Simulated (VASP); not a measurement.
Consider the following.

```xyz
1
Lattice="-1.5750 1.5750 1.5750 1.5750 -1.5750 1.5750 1.5750 1.5750 -1.5750" Properties=species:S:1:pos:R:3 pbc="T T T"
Mo     0.0000     0.0000     0.0000
```

Calculation: PBE GGA, VASP's PBE PAW potentials (set 64) (plane waves; VASP 6.6.1). Numerical set-up: 300 eV cut-off, 10×10×10 Γ-centred mesh, Gaussian smearing of 0.050 eV, potentials Mo_sv.

At this cut-off the stress carries a Pulay error, which pulls relaxed volumes low.

Task: What does the run give for the energy per atom (σ→0), pressure, band gap (on the k-mesh) with the smallest direct gap where there is one?

Result: 
| Quantity | Value |
|---|---|
| band gap (on the k-mesh) | none (metal, semimetal or under 0.01 eV) |
| energy per atom (σ→0) | -10.917 eV/atom |
| pressure | 2.12 GPa |

The absolute energy has meaning only against runs of the same code, potentials and settings.

The structure is a typed Mo crystal (Im-3m). The cell was not relaxed at this level.
